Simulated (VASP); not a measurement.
VASP runs on TiAl (L1_0) share one base input (PBE GGA, plane waves, VASP's PBE PAW potentials (set 64)) and change the settings named in each case.

### POSCAR
```
TiAl
1
    2.8300000000     0.0000000000     0.0000000000
    0.0000000000     2.8300000000     0.0000000000
    0.0000000000     0.0000000000     4.0700000000
Ti Al
1 1
Direct
  0.0000000000   0.0000000000   0.0000000000
  0.5000000000   0.5000000000   0.5000000000
```

**INCAR**
```
SYSTEM = TiAl
PREC = Accurate
ENCUT = 400
EDIFF = 1E-6
NELM = 100
ALGO = Normal
LREAL = .FALSE.
LASPH = .TRUE.
ISMEAR = 1
SIGMA = 0.1
GGA = PE
LMAXMIX = 4
LWAVE = .FALSE.
LCHARG = .FALSE.
ISIF = 2
```

### KPOINTS
```
K-points
0
Gamma
  12 12 8
```

POTCAR, in this order: Ti_sv Al (PBE.64 set). Program: vasp_std.

| change | E(σ→0) (eV/atom) | pressure (GPa) | −TS (eV) |
|---|---|---|---|
| base run | -6.1946 | -0.83 | 0.0006 |
| LDAU = .TRUE., LDAUJ = 0 0, LDAUL = 2 -1, LDAUTYPE = 2, LDAUU = 1.0 0 | -5.8125 | [?] | 0.0006 |
| LDAU = .TRUE., LDAUJ = 0 0, LDAUL = 2 -1, LDAUTYPE = 2, LDAUU = 2.0 0 | -5.4377 | 1.56 | 0.0007 |
| LDAU = .TRUE., LDAUJ = 0 0, LDAUL = 2 -1, LDAUTYPE = 2, LDAUU = 3.0 0 | -5.0707 | 2.82 | 0.0009 |
| LDAU = .TRUE., LDAUJ = 0 0, LDAUL = 2 -1, LDAUTYPE = 2, LDAUU = 4.0 0 | -4.7116 | 4.17 | 0.0007 |
| LDAU = .TRUE., LDAUJ = 0 0, LDAUL = 2 -1, LDAUTYPE = 2, LDAUU = 5.0 0 | -4.3613 | 5.55 | 0.0003 |
| LDAU = .TRUE., LDAUJ = 0 0, LDAUL = 2 -1, LDAUTYPE = 2, LDAUU = 6.0 0 | -4.0207 | 7.09 | -0.0003 |
| LDAU = .TRUE., LDAUJ = 0 0, LDAUL = 2 -1, LDAUTYPE = 2, LDAUU = 8.0 0 | -3.3729 | [?] | [?] |
| LDAU = .TRUE., LDAUJ = 0 0, LDAUL = 2 -1, LDAUTYPE = 2, LDAUU = 5.0 0, LMAXMIX = 2 | -4.3613 | 5.54 | 0.0003 |

### Question
Fill in the missing entries.

### Answer

- LDAU = .TRUE., LDAUJ = 0 0, LDAUL = 2 -1, LDAUTYPE = 2, LDAUU = 8.0 0, pressure (GPa): 10.48
- LDAU = .TRUE., LDAUJ = 0 0, LDAUL = 2 -1, LDAUTYPE = 2, LDAUU = 8.0 0, −TS (eV): -0.0016
- LDAU = .TRUE., LDAUJ = 0 0, LDAUL = 2 -1, LDAUTYPE = 2, LDAUU = 1.0 0, pressure (GPa): 0.37

Energies of different potentials or functionals have different zeros.

Left out are runs that ran out of time, are held back, or changed the cell or the kind of run, fixed moments of cells without a moment, rows past the twelfth, gaps on odd meshes, pressures of charged cells and columns that move by less than the noise.

The compound is TiAl in the L1_0 structure. The cell was not relaxed at this level. The electron count is odd and the run is not spin-polarised, which forces a metal.
